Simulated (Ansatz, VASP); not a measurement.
# Cross-check of ReOs (Re-Os-Os-Re stack, (100) layers) between VASP and Ansatz

Aim: how closely do two programs agree when they are given the same cell, functional and k mesh? The cell is taken from a series of runs on this material, whose earlier steps may have relaxed, scaled, displaced or heated it; both programs get it as it stands.

Program: Ansatz 0.2.0. Level of theory: plane waves, with VASP 6.6.1 beside it; PBEsol. Results are calculated unless marked as measured.

## 1. Set-up

The cell holds 4 atoms: 2 Re and 2 Os. Cell: a = 2.665 Å, b = 2.665 Å, c = 35.295 Å, α = 90.0°, β = 90.0°, γ = 90.0°. It derives from ReOs. Vacuum lies along c.

As a file:

```cif
data_structure
_symmetry_space_group_name_H-M 'P 1'
_symmetry_Int_Tables_number 1
_cell_length_a 2.6649
_cell_length_b 2.6649
_cell_length_c 35.2953
_cell_angle_alpha 90.000
_cell_angle_beta 90.000
_cell_angle_gamma 90.000
_cell_volume 250.66
loop_
_atom_site_label
_atom_site_type_symbol
_atom_site_fract_x
_atom_site_fract_y
_atom_site_fract_z
_atom_site_occupancy
Re1 Re 0.00000 0.00000 0.15639 1
Re2 Re 0.50000 0.50000 0.31811 1
Os3 Os 0.50000 0.50000 0.20882 1
Os4 Os 0.00000 0.00000 0.26568 1
```

## 2. Ansatz: zone-centre phonons, PBEsol

Ansatz runs on its PAW soft_1 files.

Second derivatives magnify differences that forces hide, and they need a tight electronic threshold.

input.yaml reads:

```yaml
crystal:
  lattice:
    - [2.6649285788, 0.0, 0.0]
    - [0.0, 2.6649285788, 0.0]
    - [0.0, 0.0, 35.2952772987]
  atoms:
    - { symbol: Re, position: [0.0, 0.0, 0.1563866118] }
    - { symbol: Os, position: [0.5, 0.5, 0.2088183787] }
    - { symbol: Os, position: [0.0, 0.0, 0.2656824974] }
    - { symbol: Re, position: [0.5, 0.5, 0.3181142643] }
  periodic: [true, true, false]
kpoints:
  mp_grid: { grid: [9, 9, 1] }
hamiltonian:
  xc: pbesol
  pseudopotentials: { kind: paw, azcp: { folder: soft_1 }, xc_functional: pbe }
scf:
  occupations: { method: methfessel_paxton, width: 0.2 }
output:
  eigenvalues: true
phonons:
  method: dfpt
  qmesh: [3, 3, 1]
  temperatures: { t_max: 1000, t_step: 50 }
  qpath:
    path: [[0.0, 0.0, 0.0], [0.0, 0.5, 0.0], [0.5, 0.5, 0.0], [0.0, 0.0, 0.0]]
    npoints: 10
  electrical_resistivity:
    mesh: [12, 12, 1]
    temperatures: [20.0, 50.0, 77.0, 100.0, 150.0, 200.0, 300.0, 400.0, 600.0, 800.0]
  superconductivity: { mesh: [12, 12, 1] }
```

Command:

```console
ansatz run input.yaml --threads 4 --pin off --max-ram 12288MiB --backend cpu --events-out ev --progress --plain --runs-dir out
```

Numbers of over 12 decimals in the logs are rounded to 6 here.

What it wrote:

```text
Warning: crystal.symmetry: narrowed to the stabiliser of the run's FFT grids — unitary ops 16 → 8. A phonons.method: dfpt run fills in the rows of the dynamical matrix that it does not solve by its symmetry operations, which is exact only for operations that map its FFT grids onto themselves: filled in by any other, the frequencies could depend on the order in which like atoms are typed, or, by more than the grids' own error, on where the crystal sits among the grids' points. Excluded: 8 operations. The run can therefore solve more perturbations, solve them on more k-points, or both, and cost more. [rest of the remark cut]
Engine: ansatz 0.2.0, aarch64-unknown-linux-gnu
Pseudopotentials: kind: paw
Pseudopotential: Re, paw, valence charge 15, recommended cutoff 420 eV (normal), soft_1/Re.paw.azcp
Pseudopotential: Os, paw, valence charge 16, recommended cutoff 420 eV (normal), soft_1/Os.paw.azcp
Functional definition: PBEsol
  exchange = pbesol_x
  correlation = pbesol_c
Crystal: 4 atoms, lattice volume = 250.662 Å³
Basis set: ecut = 420 eV, 4897 PW (Γ), exchange–correlation on 36×36×480 points (8 copies of the dense FFT grid, shifted against one another)
Bands: 38, of which v1, the nominal top of the filled ones, is band 31 counted from 1 (30 counted from 0)
Symmetry: 16 space group operations
k-points: 15 of 81 (irreducible under 8 space group operations)
Non-local potential: Re, projectors of the file, l = 0: 3, l = 1: 2, l = 2: 2, l = 3: 1
Non-local potential: Os, projectors of the file, l = 0: 3, l = 1: 2, l = 2: 2, l = 3: 1
PAW form: soft (Blöchl's): semilocal exchange-correlation on the pseudo side does not see the compensation charge
PAW frozen core: Re, regenerated for the run's functional, and the local potential with it (the file was generated under x = pbe(κ = 0.804, μ = 0.219515), c = pbe(β = 0.066725))
PAW frozen core: Os, regenerated for the run's functional, and the local potential with it (the file was generated under x = pbe(κ = 0.804, μ = 0.219515), c = pbe(β = 0.066725))
PAW one-centre angular grid: Re, 590 points (default); XC on 64 Gauss nodes
PAW one-centre angular grid: Os, 590 points (default); XC on 64 Gauss nodes
Initial density: superposition of atomic densities (neutral atoms: chi_scale 0, normalization atom)
Initial wavefunctions: pseudopotential atomic-orbital guess
Functional: x = pbesol(κ = 0.804, μ = 0.123457), c = pbesol(β = 0.046)
SCF iter   1: F=—  HF=-43979.034708 eV  |F-HF|=—  |Δ(HF+E_count)|=         —  Δρ=3.25e-2  dr2=1.25e1  ethr=3.10e-3  ⟨swp⟩=16.2  Hψ=4438  notcnv=0
preconditioner: auto → LDOS  [insulator: Δε(μ)=0.128 eV  Ē_g=5.938 eV  σ=0.200 eV  W_gap=0.50  n_scr=24 (ndim 8)  ℏωp=12.8 eV  f_vac=0.714  D(μ)=2.84/eV (n_scr^D=16)  ε∞_Penn≈5.7  β→1.0]
SCF iter   2: F=—  HF=-43978.980585 eV  |F-HF|=—  |Δ(HF+E_count)|=   5.41e-2  S|Δr|=    0.00e0  Δρ=3.04e-2  dr2=8.32e0  ethr=3.10e-3  ⟨swp⟩=5.0  Hψ=1919  notcnv=0  defer=11
[...]
--- Phonons (Γ-DFPT): 8 representative perturbations + reference (Σ response iterations 40) ---
  ASR residual: 2.099e-5 → 0.000e0 eV/Å²; symmetrization residual: 2.774e-7 eV/Å²
  The last average, over the group as it would stand without the narrowing to the FFT grids, took up to 6.429e-8 eV/Å² of the zone centre's force constants
  ASR residual per site (eV/Å²): 2.09e-5 1.06e-5 1.08e-5 2.10e-5
  Γ frequencies (cm⁻¹): 0.00 0.00 0.00 67.37 67.37 106.80 129.29 129.29 136.45 136.45 166.52 191.14
--- Phonons (arbitrary-q DFPT): 3 irreducible q on the 3×3×1 mesh ---
  q = [0.0000, 0.0000, 0.0000] (star 1, of the zone-centre solve; hermiticity 3.50e-8, symmetrization 1.30e-12, taken by the last average 4.06e-9): -0.00 -0.00 0.00 67.37 67.37 106.80 129.29 129.29 136.45 136.45 166.52 191.14
  q = [0.0000, 0.3333, 0.0000] (star 4, 12 solved perturbations on 45 of 81 k-point pairs; hermiticity 1.83e-8, symmetrization 3.38e-11, taken by the last average 2.61e-9): 61.52 67.62 92.91 100.42 108.60 116.78 121.65 122.06 161.63 180.06 190.74 198.81
  q = [0.3333, 0.3333, 0.0000] (star 4, 8 solved perturbations in 504 linear systems a pass and spin channel, the states on 81 of 81 k-point pairs; hermiticity 1.39e-8, symmetrization 2.73e-11, taken by the last average 3.14e-9): 79.03 90.08 116.07 125.80 127.20 130.34 142.25 145.71 147.05 178.85 192.10 197.10
  sum rule: each row above includes the acoustic sum rule's correction from the zone centre's row sums; it moved no ω² by more than (0.18 cm⁻¹)²
  mesh force constants: q→R imaginary residual 0.00e0; ASR residual 2.099e-5 → 0.000e0 eV/Å²; symmetrization residual 7.105e-15 eV/Å²
  interpolated dispersion: 31 rows × 12 modes
  density of states and harmonic sums: on the 24×24×1 q-mesh, interpolated from the force constants of a 3×3×1 supercell (no non-analytic term)
  largest difference from the sums on the solved wave vectors: F 7.88e-2 eV, S 1.07e-4 and C_V 2.83e-5 eV/K
  zero-point energy: 0.096655 eV/cell   skipped modes (ω ≤ 0): 3   left out of the sums: 4.34e-4 of the cell's modes: C_V's classical limit lies that fraction below 3 k_B per atom; for a crystal, a wire or a layer, F and S can be off by more, and a phonons.interpolated_qmesh denser along its periods is the remedy for the sampling
--- Electrical resistivity: potentials and phonons of a 3×3×1 supercell ---
[...]
at the Fermi level of each mesh (of a tensor half of its trace):
           mesh   spin    states/(eV spin)  plasma energy (eV)         λ      λ_tr    ħω_log (meV)
        12×12×1                     2.0785              4.0690    0.9189    0.9602          13.449
          6×6×1                     2.1264              4.6951    0.9526    1.0229          13.455
          3×3×1                     1.8727              5.3617    0.9815    1.0499          12.451
  resistivity on the deck's mesh, µΩ·cm:
     T (K)       trace/2  mesh converged            xx            yy            zz    lowest order   relaxation time
     20.00     1.2797e-1              no     1.2797e-1     1.2797e-1      0.0000e0       2.5746e-1         1.4615e-1
     50.00      4.0337e0              no      4.0337e0      4.0337e0      0.0000e0        5.2056e0          4.0809e0
     77.00      1.0839e1              no      1.0839e1      1.0839e1      0.0000e0        1.2221e1          1.0586e1
    100.00      1.7089e1              no      1.7089e1      1.7089e1      0.0000e0        1.8443e1          1.6506e1
    150.00      3.0286e1              no      3.0286e1      3.0286e1      0.0000e0        3.1775e1          2.9051e1
    200.00      4.3021e1              no      4.3021e1      4.3021e1      0.0000e0        4.4925e1          4.1241e1
    300.00      6.8275e1              no      6.8275e1      6.8275e1      0.0000e0        7.1352e1          6.5570e1
    400.00      9.3663e1              no      9.3663e1      9.3663e1      0.0000e0        9.8028e1          9.0127e1
    600.00      1.4374e2              no      1.4374e2      1.4374e2      0.0000e0        1.5062e2          1.3860e2
    800.00      1.9162e2              no      1.9162e2      1.9162e2      0.0000e0        2.0073e2          1.8481e2
  sheet resistance at 20 K: 0.3626 Ω
  mean free path at 20 K (of a tensor half of its trace): 1855 nm by what each carries, 1307 by the Fermi surface alone
  Hall coefficient in a weak field at 20 K (along the normal): 2.282e-10 m³/C (how far it moves between the two finest meshes is not known); by each state's relaxation time: 1.332e-10 m³/C; by a constant relaxation time: 1.688e-10 m³/C
  sheet resistance at 50 K: 11.43 Ω
  mean free path at 50 K (of a tensor half of its trace): 56.1 nm by what each carries, 41.5 by the Fermi surface alone
  Hall coefficient in a weak field at 50 K (along the normal): 1.943e-10 m³/C (how far it moves between the two finest meshes is not known); by each state's relaxation time: 1.534e-10 m³/C; by a constant relaxation time: 1.642e-10 m³/C
  sheet resistance at 77 K: 30.71 Ω
  mean free path at 77 K (of a tensor half of its trace): 19.8 nm by what each carries, 15.4 by the Fermi surface alone
  Hall coefficient in a weak field at 77 K (along the normal): 1.623e-10 m³/C (how far it moves between the two finest meshes is not known); by each state's relaxation time: 1.365e-10 m³/C; by a constant relaxation time: 1.588e-10 m³/C
  sheet resistance at 100 K: 48.42 Ω
  mean free path at 100 K (of a tensor half of its trace): 12.2 nm by what each carries, 9.78 by the Fermi surface alone
  Hall coefficient in a weak field at 100 K (along the normal): 1.448e-10 m³/C (how far it moves between the two finest meshes is not known); by each state's relaxation time: 1.258e-10 m³/C; by a constant relaxation time: 1.546e-10 m³/C
  sheet resistance at 150 K: 85.81 Ω
  mean free path at 150 K (of a tensor half of its trace): 6.79 nm by what each carries, 5.52 by the Fermi surface alone
  Hall coefficient in a weak field at 150 K (along the normal): 1.225e-10 m³/C (how far it moves between the two finest meshes is not known); by each state's relaxation time: 1.094e-10 m³/C; by a constant relaxation time: 1.468e-10 m³/C
  sheet resistance at 200 K: 121.9 Ω
  mean free path at 200 K (of a tensor half of its trace): 4.78 nm by what each carries, 3.89 by the Fermi surface alone
  Hall coefficient in a weak field at 200 K (along the normal): 1.087e-10 m³/C (how far it moves between the two finest meshes is not known); by each state's relaxation time: 9.744e-11 m³/C; by a constant relaxation time: 1.410e-10 m³/C
  sheet resistance at 300 K: 193.4 Ω
  mean free path at 300 K (of a tensor half of its trace): 3.02 nm by what each carries, 2.45 by the Fermi surface alone
  Hall coefficient in a weak field at 300 K (along the normal): 9.155e-11 m³/C (how far it moves between the two finest meshes is not known); by each state's relaxation time: 8.155e-11 m³/C; by a constant relaxation time: 1.341e-10 m³/C
  sheet resistance at 400 K: 265.4 Ω
  mean free path at 400 K (of a tensor half of its trace): 2.20 nm by what each carries, 1.79 by the Fermi surface alone
  Hall coefficient in a weak field at 400 K (along the normal): 8.221e-11 m³/C (how far it moves between the two finest meshes is not known); by each state's relaxation time: 7.260e-11 m³/C; by a constant relaxation time: 1.299e-10 m³/C
  sheet resistance at 600 K: 407.3 Ω
  mean free path at 600 K (of a tensor half of its trace): 1.42 nm by what each carries, 1.16 by the Fermi surface alone
  Hall coefficient in a weak field at 600 K (along the normal): 7.384e-11 m³/C (how far it moves between the two finest meshes is not known); by each state's relaxation time: 6.481e-11 m³/C; by a constant relaxation time: 1.228e-10 m³/C
  sheet resistance at 800 K: 542.9 Ω
  mean free path at 800 K (of a tensor half of its trace): 1.05 nm by what each carries, 0.873 by the Fermi surface alone
  Hall coefficient in a weak field at 800 K (along the normal): 7.088e-11 m³/C (how far it moves between the two finest meshes is not known); by each state's relaxation time: 6.187e-11 m³/C; by a constant relaxation time: 1.159e-10 m³/C
  the resistivity times a path that all electrons share, by the Fermi surface of the deck's mesh alone (half of the trace): 1.672e-15 Ω·m²
  not converged in the mesh (λ; λ_tr; the resistivity at 20 K by 24.33 %; the resistivity at 50 K by 20.37 %; the resistivity at 77 K by 20.58 %; the resistivity at 100 K by 20.16 %; the resistivity at 150 K by 19.06 %; the resistivity at 200 K by 18.02 %; the resistivity at 300 K by 17.50 %; the resistivity at 400 K by 17.47 %; the resistivity at 600 K by 17.52 %; the resistivity at 800 K by 16.80 %): between neighb [...]
  vibrations of 9 cells: unjudged by the run; compare a larger repeat
  the changes of the potential over all sites missed a rigid shift's by 0.43 % (the site terms' by 0.02 %)
[the section on superconductivity is kept apart]
```

(Part 1 of 3 ends here.)

[Lines on the potential files, build, host, timing and source positions are cut from VASP's logs without a mark.]

[Logs are printed without paths, hosts, clocks, repeated set-up lines and the standing remarks that a program may print on its own settings, such as how far it seeks lower states.]

[Hosts, paths, dates, database ids (printed as entryN), source tags and the programs' standing remarks are cut or masked in the printed files.]
